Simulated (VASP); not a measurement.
VASP input:

### KPOINTS
```
Automatic mesh
0
Gamma
  4 4 4
```

### POSCAR
```
LiF
1.0
  0.0000000000   1.9877670000   1.9877670000
  1.9877670000   0.0000000000   1.9877670000
  1.9877670000   1.9877670000   0.0000000000
Li F
1 1
direct
  0.0000000000   0.0000000000   0.0000000000
  0.5000000000   0.5000000000   0.5000000000
```

**INCAR**
```
# general
SYSTEM = LiF
PREC   = Normal
ENCUT  = 500   # plane-wave cut-off (eV)
LREAL  = .False.
LASPH  = .True.   # aspherical one-centre terms

# electronic loop
EDIFF  = 1E-8
NELM   = 100   # most electronic steps
ALGO   = Normal

# smearing
ISMEAR = 0
SIGMA  = 0.01

# functional
GGA    = PE   # PBE

# output
LWAVE  = .True.
LCHARG = .False.
```

POTCAR, in this order: Li_sv_GW F_GW_new (PBE.64 set). Program: vasp_std.

### Question
Write an equivalent input for Quantum ESPRESSO's pw.x.

### Answer
One equivalent input (not run):
```
&CONTROL
  calculation = 'scf'
  pseudo_dir = './pseudo'
  outdir = './out'
  tprnfor = .true.
  tstress = .true.
/
&SYSTEM
  ibrav = 0
  nat = 2
  ntyp = 2
  ecutwfc = 84
  occupations = 'smearing'
  smearing = 'gaussian'
  degauss = 0.000735
  input_dft = 'pbe'
/
&ELECTRONS
  conv_thr = 7.3e-10
  electron_maxstep = 100
/
ATOMIC_SPECIES
  Li 6.940 Li.upf
  F 18.998 F.upf
CELL_PARAMETERS angstrom
     0.0000000    1.9877670    1.9877670
     1.9877670    0.0000000    1.9877670
     1.9877670    1.9877670    0.0000000
ATOMIC_POSITIONS crystal
  Li   0.0000000  0.0000000  0.0000000
  F    0.5000000  0.5000000  0.5000000
K_POINTS automatic
  4 4 4 0 0 0
```
What does not carry over: the potentials are each code's own (VASP's PAW set, PseudoDojo norm-conserving files in pw.x), so ENCUT and ecutwfc are chosen apart and not converted; conv_thr bounds pw.x's estimated SCF error, while EDIFF bounds the energy change between steps.

The compound is LiF in the rock salt structure. This cell is one point of a volume scan, at 0.96 of the reference volume. The k-mesh is coarse (spacing up to 0.68 per Å, 2π included), so the numbers may not be converged in it.
